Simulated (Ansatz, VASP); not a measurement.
**Two plane-wave programs on Mg3C**

```
Mg C
1.0
     3.94453    0.00000    0.00000
     0.00000    3.94453    0.00000
     0.00000    0.00000    3.94453
Mg C
3 1
Direct
  0.00000 0.50000 0.50000
  0.50000 0.00000 0.50000
  0.50000 0.50000 0.00000
  0.00000 0.00000 0.00000
```

Change from the starting cell: species swapped into the Ti3Ag type (P4/mmm, No. 123).

Alike in both runs: task relaxation of cell and atoms; functional PBE; k mesh 12 × 12 × 12; occupations gaussian, width 0.1 eV; no spin polarisation.

|  | VASP | Ansatz |
| --- | --- | --- |
| version | VASP 6.6.1 | Ansatz 0.2.0 |
| potentials or method | VASP PAW PBE potentials, release 64 (Mg, C) | scalar-relativistic, plane waves, PAW |
| plane-wave cutoff (eV) | 600 | 420 |
| valence electrons in the cell | 10 | 34 |

Ansatz gave:

* gap on the k mesh at the Fermi level, each at its own relaxed structure (eV): none
* relaxed volume (Å³/atom): 15.25
* relaxed cell length with the largest relative difference (Å): 3.937

Which values does VASP return?

gap on the k mesh at the Fermi level, each at its own relaxed structure (eV): none; relaxed volume (Å³/atom): 15.21; relaxed cell length with the largest relative difference (Å): 3.933.

A gap of «none» marks a metal or a gap that the smearing closes. The two sets of potentials don't hold the same shells in valence.
